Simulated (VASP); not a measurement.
# CaIr2: convergence with the number of MPI ranks and SCF solver, part 3 of 3

How sensitive are energy and pressure of CaIr2 to the number of MPI ranks and SCF solver? The series runs use PBEsol. The start is a computed cell from the Materials Project.

VASP 6.6.1; PBEsol; plane waves and PAW (Ca_sv, Ir).

Still holding for the runs below: The k-mesh is coarse for a metal.

So far. Step 9 (SCF solver: ALGO = VeryFast): Against the first of the series the energy stays within 0.01 meV an atom; the pressure moves by +0.01 GPa, after 32 cycles in 24 s. Step 10 (SCF solver: ALGO = All): Against the first of the series the energy stays within 0.01 meV an atom; the pressure moves by +0.01 GPa, after 23 cycles in 19 s.

## 12. SCF solver: AMIX = 0.1, BMIX = 0.01

INCAR

```
SYSTEM = CaIr2
PREC = Accurate
ENCUT = 400
EDIFF = 1E-06
NELM = 100
ISMEAR = -1
SIGMA = 0.05
LREAL = .FALSE.
ALGO = Normal
GGA = PS
NBANDS = 34
LASPH = .TRUE.
LORBIT = 11
LWAVE = .FALSE.
LCHARG = .FALSE.
KPAR = 8
ISIF = 2
AMIX = 0.1
BMIX = 0.01
```

POSCAR

```
CaIr2
1.0
    0.0000000000      3.7711580356      3.7711580356
    3.7711580356      0.0000000000      3.7711580356
    3.7711580356      3.7711580356      0.0000000000
Ca Ir
2 4
Direct
    0.2500000000      0.2500000000      0.2500000000
    0.0000000000      0.0000000000      0.0000000000
    0.6250000000      0.6250000000      0.6250000000
    0.1250000000      0.6250000000      0.6250000000
    0.6250000000      0.1250000000      0.6250000000
    0.6250000000      0.6250000000      0.1250000000
```

KPOINTS

```
Automatic mesh
0
Gamma
5 5 5
0 0 0
```

Potentials, in the order of the species: Ca_sv and Ir (PBE family, release 64).

Started as:

```bash
$ mpirun -np 8 vasp_std
```

The program printed:

```text
[... set-up lines as in an earlier step ...]
 entering main loop
       N       E                     dE             d eps       ncg     rms          rms(c)
[... 5 cycles as in an earlier step ...]
DAV:   6    -0.476312609080E+02    0.29864E+01   -0.52677E+00  1018   0.121E+01    0.169E+01
DAV:   7    -0.463974340541E+02    0.12338E+01   -0.49854E+00  1004   0.122E+01    0.100E+01
DAV:   8    -0.462951396575E+02    0.10229E+00   -0.18528E+00   984   0.864E+00    0.462E+00
DAV:   9    -0.460933983302E+02    0.20174E+00   -0.21213E+00  1034   0.771E+00    0.108E+00
[...]
DAV:  16    -0.460486825547E+02   -0.15250E-05   -0.15805E-05  1058   0.225E-02    0.177E-02
DAV:  17    -0.460486800119E+02    0.25428E-05   -0.27133E-06   592   0.116E-02    0.891E-03
DAV:  18    -0.460486791679E+02    0.84402E-06   -0.16559E-06   506   0.782E-03
   1 F= -.46048679E+02 E0= -.46022167E+02  d E =-.530247E-01
```

Elapsed: 14 s, on 8 MPI ranks of AMD EPYC 7R43, shared host; peak memory 1.6 GiB; 1.7 min of CPU time.

From OUTCAR (step 12):

```text
  Total       -2.3615255     -2.3615255     -2.3615255      0.0000000      0.0000000     -0.0000000
  in kB      -35.2735380    -35.2735380    -35.2735380      0.0000000      0.0000000     -0.0000000
  external PRESSURE =     -35.2735380 kB  Pullay stress =       0.0000000 kB

 POSITION                                       TOTAL-FORCE (eV/Angst)
 -----------------------------------------------------------------------------------
      1.88558      1.88558      1.88558         0.000000      0.000000      0.000000
      0.00000      0.00000      0.00000        -0.000000     -0.000000     -0.000000
      4.71395      4.71395      4.71395        -0.000000      0.000000     -0.000000
      4.71395      2.82837      2.82837        -0.000000      0.000000     -0.000000
      2.82837      4.71395      2.82837        -0.000000      0.000000     -0.000000
      2.82837      2.82837      4.71395        -0.000000      0.000000     -0.000000
 -----------------------------------------------------------------------------------
    total drift:                                0.000000      0.000000      0.000000

  FREE ENERGIE OF THE ION-ELECTRON SYSTEM (eV)
  ---------------------------------------------------
  free  energy   TOTEN  =       -46.0486791679 eV

  energy  without entropy=      -45.9956544182  energy(sigma->0) =      -46.02216679

[... 2 parts as in an earlier step ...]

[... 1 further part left out ...]
[key lines of the parts left out:]
E-fermi :   6.2998
```

Against the first of the series the energy stays within 0.01 meV an atom; the pressure moves by +0.01 GPa, after 18 cycles in 14 s.

## 13. SCF solver: AMIX = 0.8

Changes to INCAR since step 12:

```diff
@@ -17,3 +17,2 @@
 ISIF = 2
-AMIX = 0.1
-BMIX = 0.01
+AMIX = 0.8
```

POSCAR is that of step 12.

KPOINTS is that of step 12.

Started as:

```bash
$ mpirun -np 8 vasp_std
```

The program printed:

```text
[... set-up lines as in an earlier step ...]
 entering main loop
       N       E                     dE             d eps       ncg     rms          rms(c)
[... 5 cycles as in an earlier step ...]
DAV:   6    -0.567709260160E+02   -0.61533E+01   -0.16030E+02   924   0.754E+01    0.281E+01
DAV:   7    -0.461399514657E+02    0.10631E+02   -0.43227E+01   888   0.434E+01    0.361E+00
DAV:   8    -0.460390374991E+02    0.10091E+00   -0.37818E+00  1120   0.930E+00    0.182E+00
DAV:   9    -0.460445527349E+02   -0.55152E-02   -0.35038E-01  1082   0.356E+00    0.847E-01
[...]
DAV:  13    -0.460486817552E+02    0.63498E-05   -0.21217E-05   920   0.241E-02    0.202E-02
DAV:  14    -0.460486796219E+02    0.21333E-05   -0.22367E-06   566   0.955E-03    0.849E-03
DAV:  15    -0.460486789998E+02    0.62213E-06   -0.28997E-06   664   0.695E-03
   1 F= -.46048679E+02 E0= -.46022168E+02  d E =-.530229E-01
```

It took 11 s on 8 MPI ranks; peak memory 1.6 GiB; 86 s of CPU time.

Parts of OUTCAR (step 13):

```text
  Total       -2.3631789     -2.3631789     -2.3631789     -0.0000000      0.0000000      0.0000000
  in kB      -35.2982351    -35.2982351    -35.2982351     -0.0000000      0.0000000      0.0000000
  external PRESSURE =     -35.2982351 kB  Pullay stress =       0.0000000 kB

 POSITION                                       TOTAL-FORCE (eV/Angst)
 -----------------------------------------------------------------------------------
      1.88558      1.88558      1.88558         0.000000      0.000000      0.000000
      0.00000      0.00000      0.00000        -0.000000     -0.000000     -0.000000
      4.71395      4.71395      4.71395        -0.000000     -0.000000     -0.000000
      4.71395      2.82837      2.82837        -0.000000     -0.000000     -0.000000
      2.82837      4.71395      2.82837        -0.000000     -0.000000     -0.000000
      2.82837      2.82837      4.71395        -0.000000     -0.000000     -0.000000
 -----------------------------------------------------------------------------------
    total drift:                                0.000000      0.000000      0.000000

  FREE ENERGIE OF THE ION-ELECTRON SYSTEM (eV)
  ---------------------------------------------------
  free  energy   TOTEN  =       -46.0486789998 eV

  energy  without entropy=      -45.9956561368  energy(sigma->0) =      -46.02216757

[... 2 parts as in an earlier step ...]

[... 1 further part left out ...]
[key lines of the parts left out:]
E-fermi :   6.3000
```

Against the first of the series the energy stays within 0.01 meV an atom; the pressure moves by +0.01 GPa, after 15 cycles in 11 s.

## 14. SCF solver: IMIX = 1, AMIX = 0.2

Changes to INCAR since step 13:

```diff
@@ -17,2 +17,3 @@
 ISIF = 2
-AMIX = 0.8
+IMIX = 1
+AMIX = 0.2
```

POSCAR is that of step 13.

KPOINTS is that of step 13.

Started as:

```bash
$ mpirun -np 8 vasp_std
```

The program printed:

```text
[... set-up lines as in an earlier step ...]
 entering main loop
       N       E                     dE             d eps       ncg     rms          rms(c)
[... 5 cycles as in an earlier step ...]
DAV:   6    -0.467964877832E+02    0.38212E+01   -0.11239E+01  1008   0.184E+01    0.125E+01
DAV:   7    -0.463862942641E+02    0.41019E+00   -0.12892E+00  1014   0.595E+00    0.885E+00
DAV:   8    -0.462482357850E+02    0.13806E+00   -0.13430E-01  1052   0.212E+00    0.684E+00
DAV:   9    -0.461710269693E+02    0.77209E-01   -0.25449E-02  1062   0.118E+00    0.531E+00
[...]
DAV:  30    -0.460486813517E+02    0.30051E-05   -0.71565E-07   480   0.520E-03    0.335E-02
DAV:  31    -0.460486796413E+02    0.17104E-05   -0.67951E-07   390   0.482E-03    0.269E-02
DAV:  32    -0.460486787173E+02    0.92392E-06   -0.56707E-07   398   0.484E-03
   1 F= -.46048679E+02 E0= -.46022166E+02  d E =-.530262E-01
```

Run time: 24 s. Hardware: 8 MPI ranks; peak memory 1.4 GiB; 3.1 min of CPU time.

OUTCAR, selected parts (step 14):

```text
  Total       -2.3406909     -2.3406909     -2.3406909      0.0000000      0.0000000      0.0000000
  in kB      -34.9623375    -34.9623375    -34.9623375      0.0000000      0.0000000      0.0000000
  external PRESSURE =     -34.9623375 kB  Pullay stress =       0.0000000 kB

 POSITION                                       TOTAL-FORCE (eV/Angst)
 -----------------------------------------------------------------------------------
      1.88558      1.88558      1.88558         0.000000      0.000000      0.000000
      0.00000      0.00000      0.00000        -0.000000     -0.000000     -0.000000
      4.71395      4.71395      4.71395        -0.000000      0.000000     -0.000000
      4.71395      2.82837      2.82837        -0.000000      0.000000     -0.000000
      2.82837      4.71395      2.82837         0.000000      0.000000     -0.000000
      2.82837      2.82837      4.71395         0.000000      0.000000     -0.000000
 -----------------------------------------------------------------------------------
    total drift:                                0.000000      0.000000      0.000000

  FREE ENERGIE OF THE ION-ELECTRON SYSTEM (eV)
  ---------------------------------------------------
  free  energy   TOTEN  =       -46.0486787173 eV

  energy  without entropy=      -45.9956525180  energy(sigma->0) =      -46.02216562

[... 2 parts as in an earlier step ...]

[... 1 further part left out ...]
[key lines of the parts left out:]
E-fermi :   6.2997
```

Against the first of the series the energy stays within 0.01 meV an atom; the pressure moves by +0.04 GPa, after 32 cycles in 24 s.

## 15. The SCF solver series as a table

This step: convergence of PBEsol results with the solver; plane waves and PAW (VASP 6.6.1).

This step runs nothing: it gathers the runs above.

Differences are taken from the run with ALGO = Normal. Results of the series, by row:

| setting | status | energy less the reference (meV/atom) | pressure (GPa) | SCF cycles | wall time (s) |
| --- | --- | --- | --- | --- | --- |
| ALGO = Normal | converged | 0 | -3.539 | 14 | 10.4 |
| ALGO = Fast | converged | 2.63e-4 | -3.536 | 20 | 15.4 |
| ALGO = VeryFast | converged | 4.23e-4 | -3.531 | 32 | 24 |
| ALGO = All | converged | 2.12e-4 | -3.525 | 23 | 19.4 |
| ALGO = Damped | not_converged | - | - | - | 48 |
| AMIX = 0.1, BMIX = 0.01 | converged | 1.92e-4 | -3.527 | 18 | 13.6 |
| AMIX = 0.8 | converged | 6.17e-5 | -3.53 | 15 | 11.4 |
| IMIX = 1, AMIX = 0.2 | converged | 3.87e-4 | -3.496 | 32 | 24 |

## 16. Outcome

```
wall time from fewest to most ranks        : 38 s to 11 s
fewest SCF cycles                          : ALGO = Normal (14)
most SCF cycles among converged runs       : ALGO = VeryFast (32)
spread of the pressure over the SCF solver : 0.0428 GPa
spread of the energy over the SCF solver   : 4.2e-4 meV/atom
```

**Reading.** On 8 ranks the run uses the cores at 42 % of the efficiency of 1. All SCF solvers that converged agree within 0.05 meV an atom. No setting beats the 10 s of ALGO = Normal by a fifth or more; the slowest converged run is ALGO = VeryFast, at 24 s. On a shared host such times are rough. Going from 1 ranks to 8 ranks shortens the run by a factor of 3.4; on a shared host such times are rough. ALGO = Damped did not converge. Forces vanish by symmetry in this cell, so the series can't test them.

[Lines on the potential files, build, host, timing and source positions are cut from VASP's logs without a mark.]

[Logs are printed without paths, hosts, clocks, repeated set-up lines and the standing remarks that a program may print on its own settings, such as how far it seeks lower states.]

[Hosts, paths, dates, database ids (printed as entryN), source tags and the programs' standing remarks are cut or masked in the printed files.]

[A measured line is paired with the nearest computed mode of its activity, which favours agreement.]

[In band tables of VASP the shares of atoms and orbitals are scaled to a sum of 1 inside the atoms' spheres.]
